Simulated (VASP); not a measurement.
A convergence study with VASP on Ti (hcp): a few settings are varied, all else stays as given below, so the limit is that of these other settings. The cell's lengths are 1 % over those of the tabulated start and one atom is moved, so it is off equilibrium.

```xyz
2
Lattice="1.4897 -2.5803 0.0000 1.4897 2.5803 0.0000 0.0000 0.0000 4.7268" Properties=species:S:1:pos:R:3 pbc="T T T"
Ti     1.4898     0.8601     1.1817
Ti     1.5504    -0.8601     3.5451
```

These are PBEsol GGA, VASP's PBE PAW potentials (set 64) (plane waves; VASP) values and carry that method's errors. The last row used: 900 eV cut-off, 12×12×7 Γ-centred mesh, first-order Methfessel-Paxton smearing of 0.10 eV, potentials Ti_pv.

Energies of different potentials or hybrids have different zeros.

```json
[
 {"setting": "ENCUT = 300, POTCAR Ti_sv", "E (eV/atom)": "-8.2812", "pressure (GPa)": "-8.84", "largest force (eV/Å)": "0.090", "plane waves": "446"},
 {"setting": "ENCUT = 400, POTCAR Ti_sv", "E (eV/atom)": "-8.2884", "pressure (GPa)": "-9.37", "largest force (eV/Å)": "0.089", "plane waves": "687"},
 {"setting": "ENCUT = 520, POTCAR Ti_sv", "E (eV/atom)": "-8.2952", "pressure (GPa)": "-8.71", "largest force (eV/Å)": "0.089", "plane waves": "1014"},
 {"setting": "ENCUT = 700, POTCAR Ti_sv", "E (eV/atom)": "[?]", "pressure (GPa)": "[?]", "largest force (eV/Å)": "0.089", "plane waves": "1550"},
 {"setting": "ENCUT = 900, POTCAR Ti_sv", "E (eV/atom)": "-8.2959", "pressure (GPa)": "-8.66", "largest force (eV/Å)": "0.089", "plane waves": "2255"},
 {"setting": "ENCUT = 300, POTCAR Ti", "E (eV/atom)": "-8.2274", "pressure (GPa)": "-9.94", "largest force (eV/Å)": "0.082", "plane waves": "446"},
 {"setting": "ENCUT = 400, POTCAR Ti", "E (eV/atom)": "-8.2272", "pressure (GPa)": "-9.92", "largest force (eV/Å)": "0.082", "plane waves": "687"},
 {"setting": "ENCUT = 520, POTCAR Ti", "E (eV/atom)": "-8.2272", "pressure (GPa)": "-9.91", "largest force (eV/Å)": "0.082", "plane waves": "1014"},
 {"setting": "ENCUT = 700, POTCAR Ti", "E (eV/atom)": "-8.2271", "pressure (GPa)": "-9.91", "largest force (eV/Å)": "0.082", "plane waves": "1550"},
 {"setting": "ENCUT = 900, POTCAR Ti", "E (eV/atom)": "-8.2271", "pressure (GPa)": "-9.91", "largest force (eV/Å)": "0.082", "plane waves": "2255"},
 {"setting": "ENCUT = 300, POTCAR Ti_pv", "E (eV/atom)": "-8.2667", "pressure (GPa)": "-9.23", "largest force (eV/Å)": "0.088", "plane waves": "446"},
 {"setting": "ENCUT = 400, POTCAR Ti_pv", "E (eV/atom)": "-8.2644", "pressure (GPa)": "-8.68", "largest force (eV/Å)": "0.088", "plane waves": "687"},
 {"setting": "ENCUT = 520, POTCAR Ti_pv", "E (eV/atom)": "-8.2648", "pressure (GPa)": "-8.73", "largest force (eV/Å)": "0.088", "plane waves": "1014"},
 {"setting": "ENCUT = 700, POTCAR Ti_pv", "E (eV/atom)": "-8.2654", "pressure (GPa)": "-8.64", "largest force (eV/Å)": "0.088", "plane waves": "1550"},
 {"setting": "ENCUT = 900, POTCAR Ti_pv", "E (eV/atom)": "-8.2653", "pressure (GPa)": "-8.64", "largest force (eV/Å)": "0.088", "plane waves": "2255"}
]
```

Question: What belongs in the gaps?

Answer: 
- ENCUT = 700, POTCAR Ti_sv, E (eV/atom): -8.2957
- ENCUT = 700, POTCAR Ti_sv, pressure (GPa): -8.69

Left out are rungs that failed or repeat a setting and relaxations that didn't move; long series are thinned to 24 rows.

The compound is Ti in the hcp structure. The cell was not relaxed at this level, it is distorted from the ideal structure.
